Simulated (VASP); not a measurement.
Output of a VASP run:

OSZICAR:
```
       N       E                     dE             d eps       ncg     rms          rms(c)
DAV:   1     0.174610866142E+02    0.17461E+02   -0.14145E+04  2176   0.138E+03
DAV:   2    -0.111693473077E+03   -0.12915E+03   -0.12751E+03  2301   0.292E+02
DAV:   3    -0.113912472309E+03   -0.22190E+01   -0.22091E+01  2537   0.348E+01
DAV:   4    -0.113928284360E+03   -0.15812E-01   -0.15811E-01  2410   0.291E+00
DAV:   5    -0.113928499301E+03   -0.21494E-03   -0.21494E-03  2573   0.344E-01    0.250E+00
DAV:   6    -0.108362918844E+03    0.55656E+01   -0.23358E+00  2188   0.164E+01    0.335E+00
DAV:   7    -0.106748458964E+03    0.16145E+01   -0.19909E-01  2208   0.567E+00    0.284E+00
DAV:   8    -0.108686437096E+03   -0.19380E+01   -0.55065E-01  2194   0.736E+00    0.165E+00
DAV:   9    -0.106347052939E+03    0.23394E+01   -0.24463E-01  2189   0.476E+00    0.697E-01
DAV:  10    -0.106348187316E+03   -0.11344E-02   -0.97146E-04  2444   0.246E-01    0.691E-01
DAV:  11    -0.106345328018E+03    0.28593E-02   -0.29612E-04  2260   0.125E-01    0.688E-01
DAV:  12    -0.106346700107E+03   -0.13721E-02   -0.19085E-04  2248   0.109E-01    0.687E-01
DAV:  13    -0.106334217195E+03    0.12483E-01   -0.15244E-02  2220   0.811E-01    0.517E-01
DAV:  14    -0.106339467865E+03   -0.52507E-02   -0.78379E-03  2236   0.584E-01    0.408E-01
DAV:  15    -0.106334781472E+03    0.46864E-02   -0.64660E-03  2207   0.810E-01    0.398E-01
DAV:  16    -0.106325246720E+03    0.95348E-02   -0.48702E-03  2217   0.582E-01    0.257E-01
DAV:  17    -0.106355478493E+03   -0.30232E-01   -0.15193E-02  2176   0.130E+00    0.152E-01
DAV:  18    -0.106356643375E+03   -0.11649E-02   -0.62862E-04  2233   0.258E-01    0.159E-01
DAV:  19    -0.106358205585E+03   -0.15622E-02   -0.64542E-04  2219   0.241E-01    0.165E-01
DAV:  20    -0.106358534437E+03   -0.32885E-03   -0.21039E-04  2201   0.156E-01    0.177E-01
DAV:  21    -0.106359160469E+03   -0.62603E-03   -0.17788E-04  2279   0.113E-01    0.155E-01
DAV:  22    -0.106359197134E+03   -0.36665E-04   -0.47587E-05  2272   0.629E-02    0.107E-01
DAV:  23    -0.106359358507E+03   -0.16137E-03   -0.21998E-04  2246   0.147E-01    0.544E-02
DAV:  24    -0.106359581580E+03   -0.22307E-03   -0.23441E-04  2226   0.139E-01    0.175E-02
DAV:  25    -0.106359590226E+03   -0.86457E-05   -0.17797E-05  2392   0.410E-02    0.110E-02
DAV:  26    -0.106359592761E+03   -0.25348E-05   -0.37343E-06  1725   0.173E-02    0.846E-03
DAV:  27    -0.106359593883E+03   -0.11219E-05   -0.98396E-07  1387   0.762E-03    0.163E-03
DAV:  28    -0.106359593746E+03    0.13649E-06   -0.93202E-07  1639   0.732E-03
   1 F= -.10635959E+03 E0= -.10635898E+03  d E =-.106360E+03
```

### OUTCAR
```
------------------------ aborting loop because EDIFF is reached ----------------------------------------
  FORCE on cell =-STRESS in cart. coord.  units (eV):
  Direction    XX          YY          ZZ          XY          YZ          ZX
  --------------------------------------------------------------------------------------
  Total        0.0000702      0.0000702      0.0060331     -0.0000000     -0.0000000      0.0000000
  in kB        0.0018622      0.0018622      0.1600317     -0.0000000     -0.0000000      0.0000000
  external PRESSURE =       0.0545853 kB  Pullay stress =       0.0000000 kB
  volume of cell :       60.40
      direct lattice vectors                 reciprocal lattice vectors
     3.542683681  0.000000000  0.000000000     0.282271885  0.162969743  0.000000000
    -1.771341841  3.068054176  0.000000000     0.000000000  0.325939486  0.000000000
     0.000000000  0.000000000  5.557129192     0.000000000  0.000000000  0.179949029
 POSITION                                       TOTAL-FORCE (eV/Angst)
 -----------------------------------------------------------------------------------
      1.77134      1.02268      4.16785        -0.000000      0.000000      0.000000
     -0.00000      2.04537      1.38928         0.000000      0.000000      0.000000
 -----------------------------------------------------------------------------------
    total drift:                                0.000147     -0.000085      0.000289
  FREE ENERGIE OF THE ION-ELECTRON SYSTEM (eV)
  ---------------------------------------------------
  free  energy   TOTEN  =      -106.3595937463 eV

  energy  without entropy=     -106.3577512290  energy(sigma->0) =     -106.35897957

 reached required accuracy - stopping structural energy minimisation
```
(Selected blocks of OUTCAR.)

**POSCAR**
```
Tl
1
    3.5426836811     0.0000000000     0.0000000000
   -1.7713418406     3.0680541758    -0.0000000000
    0.0000000000    -0.0000000000     5.5571291924
Tl
2
Direct
  0.6666670000   0.3333330000   0.7500000000
  0.3333330000   0.6666670000   0.2500000000
```

### Question
Write an INCAR and KPOINTS that could have produced this output.

### Answer
Several could match; the one computed here: the input of the run itself, r2SCAN meta-GGA, plane waves, VASP's PBE PAW potentials (set 64).

### KPOINTS
```
Automatic mesh
0
Gamma
11 11 6
0 0 0
```

### INCAR
```
SYSTEM = Tl
PREC = Accurate
ENCUT = 480
EDIFF = 1E-6
NELM = 100
ALGO = Normal
LREAL = .FALSE.
LASPH = .TRUE.
ISMEAR = 1
SIGMA = 0.1
METAGGA = R2SCAN
LMIXTAU = .TRUE.
LMAXMIX = 4
LWAVE = .FALSE.
LCHARG = .FALSE.
IBRION = 2
ISIF = 3
NSW = 60
EDIFFG = -0.01
```

POTCAR, in this order: Tl_d (PBE.64 set). Program: vasp_std.

The compound is Tl in the hcp structure. It was relaxed first, which changed the volume by +6 %. The start is the result of an earlier pass.
